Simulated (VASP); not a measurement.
# Quasiparticle energies of C (Diamond) in VASP, part 2 of 2

Aim: the quasiparticle gap of C (Diamond), and what it costs to get it. The cell has space group Fd-3m. The start is a cell from a database of measured crystal structures.

VASP 6.6.1, plane waves and PAW; the level of theory is named at each step.

So far, quasiparticle gap on the mesh (eV): step 3 (G0W0, bands in the sums 12) 5.42. Also gap on the k-mesh (eV): step 2 (empty bands) 4.10.

### Step 4. Empty bands

This step: LDA; plane waves and PAW (C_GW) (VASP 6.6.1).

The empty bands are made again, for the run that follows.

The input, INCAR:

```
SYSTEM = C
PREC = Accurate
ENCUT = 440
ISMEAR = 0
SIGMA = 0.01
LREAL = .FALSE.
GGA = CA
NBANDS = 20
ALGO = Exact
NELM = 1
LWAVE = .TRUE.
LCHARG = .FALSE.
LOPTICS = .TRUE.
NEDOS = 1000
CSHIFT = 0.1
```

The input, POSCAR:

```
C
1.0
    0.0000000000      1.7833700000      1.7833700000
    1.7833700000      0.0000000000      1.7833700000
    1.7833700000      1.7833700000      0.0000000000
C
2
Direct
    0.7500000000      0.7500000000      0.7500000000
    0.5000000000      0.5000000000      0.5000000000
```

The input, KPOINTS:

```
Automatic mesh
0
Gamma
8 8 8
0 0 0
```

PAW data sets: C_GW (LDA family, release 64).

Started as:

```
$ mpirun -np 4 vasp_std
```

The log of the run:

```text
[banner, memory and clock lines left out]
running    4 mpi-ranks, on    1 nodes
[...]
LDA part: xc-table for (Slater(with rela. corr.)+CA(PZ))
 , standard interpolation
 found WAVECAR, reading the header
  number of bands has changed, file:    10 present:    20
  trying to continue reading WAVECAR, but it might fail
 POSCAR, INCAR and KPOINTS ok, starting setup
[...]
reading WAVECAR
 random initialization beyond band           10
 the WAVECAR file was read successfully
 initial charge from wavefunction
 entering main loop
       N       E                     dE             d eps       ncg     rms          rms(c)
[... 1 cycle as in an earlier step ...]
   1 F= -.20226393E+02 E0= -.20226393E+02  d E =-.758448E-20
 writing wavefunctions
 optical routines
 imaginary and real dielectric function
 recalculating local potential from charge density
 direction            1
 direction            2
 direction            3
```

It took 1.6 s on 4 MPI ranks of AMD EPYC 9R45, shared host; peak memory 0.36 GiB; 4.4 s of CPU time.

OUTCAR, selected parts (step 4):

```text
 POSITION                                       TOTAL-FORCE (eV/Angst)
 -----------------------------------------------------------------------------------
      2.67505      2.67505      2.67505         0.000000      0.000000      0.000000
      1.78337      1.78337      1.78337        -0.000000     -0.000000     -0.000000
 -----------------------------------------------------------------------------------
    total drift:                                0.000000     -0.000000      0.000000

[... 4 parts as in an earlier step ...]

[... 2 further parts left out ...]
[key lines of the parts left out:]
E-fermi :   9.8190
```

WAVECAR now holds 20 bands for 8 electrons.

### Step 5. G0W0, bands in the sums 20

This step: G0W0 on LDA; plane waves and PAW (C_GW) (VASP 6.6.1).

The sums now run over 20 bands at the same response cutoff.

The input, INCAR:

```
SYSTEM = C
PREC = Accurate
ENCUT = 440
ISMEAR = 0
SIGMA = 0.01
LREAL = .FALSE.
GGA = CA
NBANDS = 20
ALGO = EVGW0
NELMGW = 1
ENCUTGW = 180
NOMEGA = 48
PRECFOCK = Fast
NBANDSGW = 12
LWAVE = .FALSE.
LCHARG = .FALSE.
```

POSCAR is that of step 4.

KPOINTS is that of step 4.

Started as:

```
$ mpirun -np 4 vasp_std
```

The log of the run:

```text
[banner, memory and clock lines left out]
running    4 mpi-ranks, on    1 nodes
[...]
[... a notice as in an earlier step ...]

 LDA part: xc-table for (Slater(with rela. corr.)+CA(PZ))
 , standard interpolation
 found WAVECAR, reading the header
 POSCAR, INCAR and KPOINTS ok, starting setup
[...]
reading WAVECAR
 the WAVECAR file was read successfully
 initial charge from wavefunction
 available memory per node:     71.81 GB, setting MAXMEM to     73530

 The Fermi energy was updated, please check that it is located mid-gap
 values below the HOMO (VB) or above the LUMO (CB) will cause erroneous energies
 E-fermi :  11.8104

 calculate exact exchange contribution
 the WAVEDER file was read successfully
energies w=
    0.000    0.000    1.211    0.000    2.416    0.000    3.612    0.000
    4.795    0.000    5.960    0.000    7.107    0.000    8.233    0.000
    9.338    0.000   10.422    0.000   11.488    0.000   12.535    0.000
[...]
total number of BLAS operations        150.27 Gflops
NQ=  25    0.5000    0.3750    0.1250,
|.........|.........|.........|.........|.........|.........|.........|.........
 performed       5062000 updates of chi_q(r,r)
 total number of BLAS operations        158.60 Gflops
NQ=  26   -0.3750    0.3750    0.1250,
|.........|.........|.........|.........|.........|.........|.........|.........
 performed       5373000 updates of chi_q(r,r)
 total number of BLAS operations        168.17 Gflops
NQ=  27   -0.2500    0.3750    0.1250,
|.........|.........|.........|.........|.........|.........|.........|.........
 performed       5626000 updates of chi_q(r,r)
 total number of BLAS operations        175.73 Gflops
NQ=  28   -0.3750    0.5000    0.1250,
|.........|.........|.........|.........|.........|.........|.........|.........
 performed       5824000 updates of chi_q(r,r)
 total number of BLAS operations        181.83 Gflops
NQ=  29   -0.2500    0.5000    0.2500,
|.........|.........|.........|.........|.........|.........|.........|.........
 performed       5964000 updates of chi_q(r,r)
 total number of BLAS operations        185.35 Gflops
 resolving degeneracies of screened two electron integrals

 calculate QP shifts <psi_nk| G(iteration)W_0 |psi_nk>: iteration 1
 entering main loop
```

Elapsed: 36 s, on 4 MPI ranks; peak memory 0.54 GiB; 2.3 min of CPU time.

From OUTCAR (step 5):

```text
 QP shifts <psi_nk| G(iteration)W_0 |psi_nk>: iteration 1
 for sc-GW calculations column KS-energies equals QP-energies in previous step
 and V_xc(KS)=  KS-energies - (<T + V_ion + V_H > + <T+V_H+V_ion>^1  + <V_x>^1)
 k-point   1 :       0.0000    0.0000    0.0000
  band No.  KS-energies  QP-energies   sigma(KS)   V_xc(KS)     V^pw_x(r,r')   Z            occupation Imag(sigma)
      1     -11.5539     -12.8180     -16.4496     -14.7770     -25.3285       0.7558       2.0000       1.5441
      2       9.7590       9.8609     -16.8652     -16.9880     -19.0633       0.8299       2.0000       0.0726
      3       9.7590       9.8609     -16.8652     -16.9880     -19.0633       0.8299       2.0000       0.0726
      4       9.7590       9.8609     -16.8652     -16.9880     -19.0633       0.8299       2.0000       0.0726
      5      15.3056      17.2251     -13.4598     -15.7850      -9.3898       0.8255       0.0000      -0.0970
      6      15.3056      17.2251     -13.4598     -15.7850      -9.3898       0.8255       0.0000      -0.0970
      7      15.3056      17.2251     -13.4598     -15.7850      -9.3898       0.8255       0.0000      -0.0970
      8      23.3131      24.8525     -14.2652     -16.2644      -7.7007       0.7700       0.0000      -0.2594
    ...

[... 1 part as in an earlier step ...]

[... 2 further parts left out ...]
[key lines of the parts left out:]
E-fermi :  11.8104
```

The gap is now 5.379 eV, -45 meV against the GW run before.

### Step 6. Empty bands

This step: LDA; plane waves and PAW (C_GW) (VASP 6.6.1).

The empty bands are made again, for the run that follows.

The input, INCAR:

```
SYSTEM = C
PREC = Accurate
ENCUT = 440
ISMEAR = 0
SIGMA = 0.01
LREAL = .FALSE.
GGA = CA
NBANDS = 40
ALGO = Exact
NELM = 1
LWAVE = .TRUE.
LCHARG = .FALSE.
LOPTICS = .TRUE.
NEDOS = 1000
CSHIFT = 0.1
```

POSCAR is that of step 5.

KPOINTS is that of step 5.

Started as:

```
$ mpirun -np 4 vasp_std
```

The log of the run:

```text
[banner, memory and clock lines left out]
running    4 mpi-ranks, on    1 nodes
[...]
LDA part: xc-table for (Slater(with rela. corr.)+CA(PZ))
 , standard interpolation
 found WAVECAR, reading the header
  number of bands has changed, file:    10 present:    40
  trying to continue reading WAVECAR, but it might fail
 POSCAR, INCAR and KPOINTS ok, starting setup
[...]
reading WAVECAR
 random initialization beyond band           10
 the WAVECAR file was read successfully
 initial charge from wavefunction
 entering main loop
       N       E                     dE             d eps       ncg     rms          rms(c)
[... 1 cycle as in an earlier step ...]
   1 F= -.20226393E+02 E0= -.20226393E+02  d E =-.812334E-15
 writing wavefunctions
 optical routines
 imaginary and real dielectric function
 recalculating local potential from charge density
 direction            1
 direction            2
 direction            3
```

Elapsed: 1.8 s, on 4 MPI ranks; peak memory 0.36 GiB.

Parts of OUTCAR (step 6):

```text
  Total       -1.2868608     -1.2868608     -1.2868608     -0.0000000      0.0000000      0.0000000
  in kB     -181.7555955   -181.7555955   -181.7555955     -0.0000000      0.0000000      0.0000000
  external PRESSURE =    -181.7555955 kB  Pullay stress =       0.0000000 kB

[... 4 parts as in an earlier step ...]

[... 2 further parts left out ...]
[key lines of the parts left out:]
E-fermi :   9.8084
```

WAVECAR now holds 40 bands for 8 electrons.

### Step 7. G0W0, bands in the sums 40

This step: G0W0 on LDA; plane waves and PAW (C_GW) (VASP 6.6.1).

The sums now run over 40 bands at the same response cutoff.

The input, INCAR:

```
SYSTEM = C
PREC = Accurate
ENCUT = 440
ISMEAR = 0
SIGMA = 0.01
LREAL = .FALSE.
GGA = CA
NBANDS = 40
ALGO = EVGW0
NELMGW = 1
ENCUTGW = 180
NOMEGA = 48
PRECFOCK = Fast
NBANDSGW = 12
LWAVE = .FALSE.
LCHARG = .FALSE.
```

POSCAR is that of step 6.

KPOINTS is that of step 6.

Started as:

```
$ mpirun -np 4 vasp_std
```

The log of the run:

```text
[banner, memory and clock lines left out]
running    4 mpi-ranks, on    1 nodes
[...]
[... a notice as in an earlier step ...]

 LDA part: xc-table for (Slater(with rela. corr.)+CA(PZ))
 , standard interpolation
 found WAVECAR, reading the header
 POSCAR, INCAR and KPOINTS ok, starting setup
[...]
reading WAVECAR
 the WAVECAR file was read successfully
 initial charge from wavefunction
 available memory per node:     70.35 GB, setting MAXMEM to     72037

 The Fermi energy was updated, please check that it is located mid-gap
 values below the HOMO (VB) or above the LUMO (CB) will cause erroneous energies
 E-fermi :  11.8104

 calculate exact exchange contribution
 the WAVEDER file was read successfully
energies w=
    0.000    0.000    1.217    0.000    2.428    0.000    3.630    0.000
    4.818    0.000    5.990    0.000    7.142    0.000    8.273    0.000
    9.384    0.000   10.474    0.000   11.544    0.000   12.597    0.000
[...]
total number of BLAS operations        312.87 Gflops
NQ=  25    0.5000    0.3750    0.1250,
|.........|.........|.........|.........|.........|.........|.........|.........
 performed      10534000 updates of chi_q(r,r)
 total number of BLAS operations        330.04 Gflops
NQ=  26   -0.3750    0.3750    0.1250,
|.........|.........|.........|.........|.........|.........|.........|.........
 performed      11172000 updates of chi_q(r,r)
 total number of BLAS operations        349.69 Gflops
NQ=  27   -0.2500    0.3750    0.1250,
|.........|.........|.........|.........|.........|.........|.........|.........
 performed      11695000 updates of chi_q(r,r)
 total number of BLAS operations        365.29 Gflops
NQ=  28   -0.3750    0.5000    0.1250,
|.........|.........|.........|.........|.........|.........|.........|.........
 performed      12108000 updates of chi_q(r,r)
 total number of BLAS operations        378.00 Gflops
NQ=  29   -0.2500    0.5000    0.2500,
|.........|.........|.........|.........|.........|.........|.........|.........
 performed      12405000 updates of chi_q(r,r)
 total number of BLAS operations        385.45 Gflops
 resolving degeneracies of screened two electron integrals

 calculate QP shifts <psi_nk| G(iteration)W_0 |psi_nk>: iteration 1
 entering main loop
```

It took 58 s on 4 MPI ranks; peak memory 0.64 GiB.

From OUTCAR (step 7):

```text
 QP shifts <psi_nk| G(iteration)W_0 |psi_nk>: iteration 1
 for sc-GW calculations column KS-energies equals QP-energies in previous step
 and V_xc(KS)=  KS-energies - (<T + V_ion + V_H > + <T+V_H+V_ion>^1  + <V_x>^1)
 k-point   1 :       0.0000    0.0000    0.0000
  band No.  KS-energies  QP-energies   sigma(KS)   V_xc(KS)     V^pw_x(r,r')   Z            occupation Imag(sigma)
      1     -11.5539     -13.0703     -16.7876     -14.7770     -25.3285       0.7542       2.0000       1.4709
      2       9.7590       9.4662     -17.3423     -16.9880     -19.0633       0.8266       2.0000       0.0647
      3       9.7590       9.4662     -17.3423     -16.9880     -19.0633       0.8266       2.0000       0.0647
      4       9.7590       9.4662     -17.3423     -16.9880     -19.0633       0.8266       2.0000       0.0647
      5      15.3056      16.7674     -14.0081     -15.7850      -9.3898       0.8227       0.0000      -0.1025
      6      15.3056      16.7674     -14.0081     -15.7850      -9.3898       0.8227       0.0000      -0.1025
      7      15.3056      16.7674     -14.0081     -15.7850      -9.3898       0.8227       0.0000      -0.1025
      8      23.3131      24.3951     -14.8569     -16.2644      -7.7007       0.7688       0.0000      -0.2599
    ...

[... 1 part as in an earlier step ...]

[... 2 further parts left out ...]
[key lines of the parts left out:]
E-fermi :  11.8104
```

The gap is now 5.375 eV, -4 meV against the GW run before.

### Step 8. Empty bands

This step: LDA; plane waves and PAW (C_GW) (VASP 6.6.1).

The empty bands are made again, for the run that follows.

The input, INCAR:

```
SYSTEM = C
PREC = Accurate
ENCUT = 440
ISMEAR = 0
SIGMA = 0.01
LREAL = .FALSE.
GGA = CA
NBANDS = 64
ALGO = Exact
NELM = 1
LWAVE = .TRUE.
LCHARG = .FALSE.
LOPTICS = .TRUE.
NEDOS = 1000
CSHIFT = 0.1
```

POSCAR is that of step 7.

KPOINTS is that of step 7.

Started as:

```
$ mpirun -np 4 vasp_std
```

The log of the run:

```text
[banner, memory and clock lines left out]
running    4 mpi-ranks, on    1 nodes
[...]
LDA part: xc-table for (Slater(with rela. corr.)+CA(PZ))
 , standard interpolation
 found WAVECAR, reading the header
  number of bands has changed, file:    10 present:    64
  trying to continue reading WAVECAR, but it might fail
 POSCAR, INCAR and KPOINTS ok, starting setup
[...]
reading WAVECAR
 random initialization beyond band           10
 the WAVECAR file was read successfully
 initial charge from wavefunction
 entering main loop
       N       E                     dE             d eps       ncg     rms          rms(c)
[... 1 cycle as in an earlier step ...]
   1 F= -.20226393E+02 E0= -.20226393E+02  d E =-.104434E-49
 writing wavefunctions
 optical routines
 imaginary and real dielectric function
 recalculating local potential from charge density
 direction            1
 direction            2
 direction            3
```

It took 1.8 s on 4 MPI ranks; peak memory 0.36 GiB; 4.7 s of CPU time.

From OUTCAR (step 8):

```text
 POSITION                                       TOTAL-FORCE (eV/Angst)
 -----------------------------------------------------------------------------------
      2.67505      2.67505      2.67505        -0.000000      0.000000     -0.000000
      1.78337      1.78337      1.78337         0.000000     -0.000000      0.000000
 -----------------------------------------------------------------------------------
    total drift:                                0.000000     -0.000000      0.000000

[... 4 parts as in an earlier step ...]

[... 2 further parts left out ...]
[key lines of the parts left out:]
E-fermi :   9.8614
```

WAVECAR now holds 64 bands for 8 electrons.

### Step 9. G0W0, bands in the sums 64

This step: G0W0 on LDA; plane waves and PAW (C_GW) (VASP 6.6.1).

The sums now run over 64 bands at the same response cutoff.

The input, INCAR:

```
SYSTEM = C
PREC = Accurate
ENCUT = 440
ISMEAR = 0
SIGMA = 0.01
LREAL = .FALSE.
GGA = CA
NBANDS = 64
ALGO = EVGW0
NELMGW = 1
ENCUTGW = 180
NOMEGA = 48
PRECFOCK = Fast
NBANDSGW = 12
LWAVE = .FALSE.
LCHARG = .FALSE.
```

POSCAR is that of step 8.

KPOINTS is that of step 8.

Started as:

```
$ mpirun -np 4 vasp_std
```

The log of the run:

```text
[banner, memory and clock lines left out]
running    4 mpi-ranks, on    1 nodes
[...]
[... a notice as in an earlier step ...]

 LDA part: xc-table for (Slater(with rela. corr.)+CA(PZ))
 , standard interpolation
 found WAVECAR, reading the header
 POSCAR, INCAR and KPOINTS ok, starting setup
[...]
reading WAVECAR
 the WAVECAR file was read successfully
 initial charge from wavefunction
 available memory per node:     70.09 GB, setting MAXMEM to     71767

 The Fermi energy was updated, please check that it is located mid-gap
 values below the HOMO (VB) or above the LUMO (CB) will cause erroneous energies
 E-fermi :  11.8104

 calculate exact exchange contribution
 the WAVEDER file was read successfully
energies w=
    0.000    0.000    1.215    0.000    2.425    0.000    3.626    0.000
    4.812    0.000    5.982    0.000    7.133    0.000    8.263    0.000
    9.372    0.000   10.461    0.000   11.530    0.000   12.582    0.000
[...]
total number of BLAS operations        508.00 Gflops
NQ=  25    0.5000    0.3750    0.1250,
|.........|.........|.........|.........|.........|.........|.........|.........
 performed      17110000 updates of chi_q(r,r)
 total number of BLAS operations        535.78 Gflops
NQ=  26   -0.3750    0.3750    0.1250,
|.........|.........|.........|.........|.........|.........|.........|.........
 performed      18142000 updates of chi_q(r,r)
 total number of BLAS operations        567.52 Gflops
NQ=  27   -0.2500    0.3750    0.1250,
|.........|.........|.........|.........|.........|.........|.........|.........
 performed      18989000 updates of chi_q(r,r)
 total number of BLAS operations        592.76 Gflops
NQ=  28   -0.3750    0.5000    0.1250,
|.........|.........|.........|.........|.........|.........|.........|.........
 performed      19660000 updates of chi_q(r,r)
 total number of BLAS operations        613.40 Gflops
NQ=  29   -0.2500    0.5000    0.2500,
|.........|.........|.........|.........|.........|.........|.........|.........
 performed      20145000 updates of chi_q(r,r)
 total number of BLAS operations        625.58 Gflops
 resolving degeneracies of screened two electron integrals

 calculate QP shifts <psi_nk| G(iteration)W_0 |psi_nk>: iteration 1
 entering main loop
```

The job ended after 83 s (4 MPI ranks; peak memory 0.76 GiB).

Parts of OUTCAR (step 9):

```text
 QP shifts <psi_nk| G(iteration)W_0 |psi_nk>: iteration 1
 for sc-GW calculations column KS-energies equals QP-energies in previous step
 and V_xc(KS)=  KS-energies - (<T + V_ion + V_H > + <T+V_H+V_ion>^1  + <V_x>^1)
 k-point   1 :       0.0000    0.0000    0.0000
  band No.  KS-energies  QP-energies   sigma(KS)   V_xc(KS)     V^pw_x(r,r')   Z            occupation Imag(sigma)
      1     -11.5539     -13.1759     -16.9281     -14.7770     -25.3285       0.7540       2.0000       1.4566
      2       9.7590       9.3059     -17.5366     -16.9880     -19.0633       0.8259       2.0000       0.0740
      3       9.7590       9.3059     -17.5366     -16.9880     -19.0633       0.8259       2.0000       0.0740
      4       9.7590       9.3059     -17.5366     -16.9880     -19.0633       0.8259       2.0000       0.0740
      5      15.3056      16.5997     -14.2108     -15.7850      -9.3898       0.8220       0.0000      -0.0973
      6      15.3056      16.5997     -14.2108     -15.7850      -9.3898       0.8220       0.0000      -0.0973
      7      15.3056      16.5997     -14.2108     -15.7850      -9.3898       0.8220       0.0000      -0.0973
      8      23.3131      24.2134     -15.0928     -16.2644      -7.7007       0.7685       0.0000      -0.2565
    ...

[... 1 part as in an earlier step ...]

[... 2 further parts left out ...]
[key lines of the parts left out:]
E-fermi :  11.8104
```

The gap is now 5.383 eV, +8 meV against the GW run before.

### Step 10. Summary

This step: GW series: G0W0 on LDA; plane waves and PAW (VASP 6.6.1).

No new run; the numbers come from the runs before.

Cost is wall time times ranks on a shared host, with the step that makes the empty bands. GW runs:

```tsv
level	bands	ENCUTGW (eV)	NOMEGA	k mesh	starting gap (eV)	quasiparticle gap (eV)	direct gap (eV)	cost (core minutes)
G0W0	12	180	48	8x8x8	4.103	5.425	7.47	1.91
G0W0	20	180	48	8x8x8	4.103	5.379	7.364	2.51
G0W0	40	180	48	8x8x8	4.103	5.375	7.301	3.99
G0W0	64	180	48	8x8x8	4.103	5.383	7.294	5.65
```

### Step 11. Results

```
G0W0 on LDA, 64 bands, ENCUTGW 180 eV, NOMEGA 48, mesh 8×8×8 : 4.103 → 5.383 eV
G0W0 on LDA, 12 bands, ENCUTGW 180 eV, NOMEGA 48, mesh 8×8×8 : 4.103 → 5.425 eV
```

**Reading.** G0W0 gives a quasiparticle gap of 5.383 eV on the mesh, 1.28 eV over the LDA gap on the same mesh. The steps of the series move the gap by -45, -4, +8 meV; the last costs 1.4 times the one before. The last step lies within a tolerance of 30 meV, picked for this account, and the last two together move the gap by +4 meV. Response cutoff and mesh weren't varied, so the series can only reach this cutoff's value, and band edges off the mesh aren't seen. Not tabulated here, as repeats of values shown or as unfit to read for their mesh, reference level or band range: eps2 curves (empty bands); eps1 curves and static values (empty bands); gaps (empty bands).

[Lines on the potential files, build, host, timing and source positions are cut from VASP's logs without a mark.]

[Logs are printed without paths, hosts, clocks, repeated set-up lines and the standing remarks that a program may print on its own settings, such as how far it seeks lower states.]

[Hosts, paths, dates, database ids (printed as entryN), source tags and the programs' standing remarks are cut or masked in the printed files.]

[Pressures printed for these runs are not shown converged in the cutoff: they can be off by several GPa and have the wrong sign.]
